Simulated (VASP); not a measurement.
Input for VASP

**KPOINTS**
```
kpoints
0
gamma
 6 6 6
```

**POSCAR**
```
CdF2
1.0
  0.0000000000   2.7730734168   2.7730734168
  2.7730734168   0.0000000000   2.7730734168
  2.7730734168   2.7730734168   0.0000000000
Cd F
1 2
Cartesian
  0.0000000000   0.0000000000   0.0000000000
  1.3865367084   1.3865367084   1.3865367084
  4.1596101252   4.1596101252   4.1596101252
```

**INCAR**
```
ALGO=Normal
GGA=ML
LUSE_VDW=.TRUE.
LREAL=.FALSE.   # projection in real space or not
PREC=Accurate
AGGAC=0.0
EDIFF=1E-6   # SCF stop (eV)
SIGMA=0.05   # width (eV)
EDIFFG=-0.02   # ionic stop
NSW=60
LWAVE=.FALSE.
LMAXMIX=4   # l cut-off of mixed one-centre charges
NELM=100   # most electronic steps
ZAB_VDW=-1.8867
ISIF=3
LCHARG=.FALSE.
ENCUT=520   # plane-wave cut-off (eV)
LASPH=.TRUE.   # aspherical one-centre terms
IBRION=2   # conjugate gradients
ISMEAR=0   # Gaussian
SYSTEM=CdF2
```

POTCAR, in this order: Cd F (PBE.64 set). Program: vasp_std.

Question: Translate this vdW-DF2 calculation to Quantum ESPRESSO's pw.x.

Answer: One equivalent input (not run):
```
&CONTROL
  calculation = 'vc-relax'
  pseudo_dir = './pseudo'
  outdir = './out'
  tprnfor = .true.
  tstress = .true.
  nstep = 60
  forc_conv_thr = 0.00078
/
&SYSTEM
  ibrav = 0
  nat = 3
  ntyp = 2
  ecutwfc = 102
  occupations = 'smearing'
  smearing = 'gaussian'
  degauss = 0.003675
  input_dft = 'vdw-df2'
/
&ELECTRONS
  conv_thr = 7.3e-08
  electron_maxstep = 100
/
&IONS
/
&CELL
/
ATOMIC_SPECIES
  Cd 112.414 Cd.upf
  F 18.998 F.upf
CELL_PARAMETERS angstrom
     0.0000000    2.7730734    2.7730734
     2.7730734    0.0000000    2.7730734
     2.7730734    2.7730734   -0.0000000
ATOMIC_POSITIONS crystal
  Cd   0.0000000  0.0000000  0.0000000
  F    0.2500000  0.2500000  0.2500000
  F    0.7500000  0.7500000  0.7500000
K_POINTS automatic
  6 6 6 0 0 0
```
Limits of the translation: the potentials are each code's own (VASP's PAW set, PseudoDojo norm-conserving files in pw.x), so ENCUT and ecutwfc are chosen apart and not converted; conv_thr bounds pw.x's estimated SCF error, while EDIFF bounds the energy change between steps; forc_conv_thr acts on force components and is met together with etot_conv_thr.

The compound is CdF2 in the fluorite structure. This run relaxes it. Symmetry was kept, so distortions that lower it aren't found. The start is the result of an earlier pass.
